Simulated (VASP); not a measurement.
VASP ran on this input.

### INCAR
```
ALGO  =  Normal
EDIFF  =  1E-6
ENCUT  =  390
GGA  =  PE
ISIF  =  2
ISMEAR  =  -1
LASPH  =  .True.
LCHARG  =  .False.
LMAXMIX  =  4
LREAL  =  .False.
LWAVE  =  .False.
NELM  =  100
PREC  =  Accurate
SIGMA  =  0.1
SYSTEM  =  SnS2
```

POSCAR:
```
SnS2
1
    3.5240270000     0.0000000000     0.0000000000
   -1.7620140000     3.0518960000     0.0000000000
    0.0000000000     0.0000000000    16.9362990000
Sn S
1 2
Direct
  0.0000000000   0.0000000000   0.5000000000
  0.3333330000   0.6666670000   0.5866870000
  0.6666670000   0.3333330000   0.4133130000
```

File KPOINTS:
```
Automatic mesh
0
Gamma
9 9 1
0 0 0
```

POTCAR, in this order: Sn_d S (PBE.64 set). Program: vasp_std.

Task: Translate this PBE calculation to Ansatz.

Result: One equivalent input (not run):
Ansatz 0.2 input:
```yaml
crystal:
  lattice:
    - [3.5240270, 0.0000000, 0.0000000]
    - [-1.7620140, 3.0518960, 0.0000000]
    - [0.0000000, 0.0000000, 16.9362990]
  atoms:
    - { symbol: Sn, position: [0.0000000, 0.0000000, 0.5000000] }
    - { symbol: S, position: [0.3333330, 0.6666670, 0.5866870] }
    - { symbol: S, position: [0.6666670, 0.3333330, 0.4133130] }
kpoints:
  mp_grid: { grid: [9, 9, 1] }
hamiltonian:
  xc: pbe
  pseudopotentials: { kind: paw }
scf:
  occupations: { method: fermi_dirac, width: 0.1 }
  max_iter: 100
output: { forces: true, stress: true, eigenvalues: true }
```
The two are equivalent in intent, not identical: each code has its own PAW files, so the cut-off isn't converted (ENCUT is set for VASP's; basis.ecutwfc is left out, and Ansatz then takes the one that its files recommend); Ansatz stops its SCF on the density residual and VASP on the energy change (EDIFF).

The cell is a sheet with vacuum, built from a generated structure.
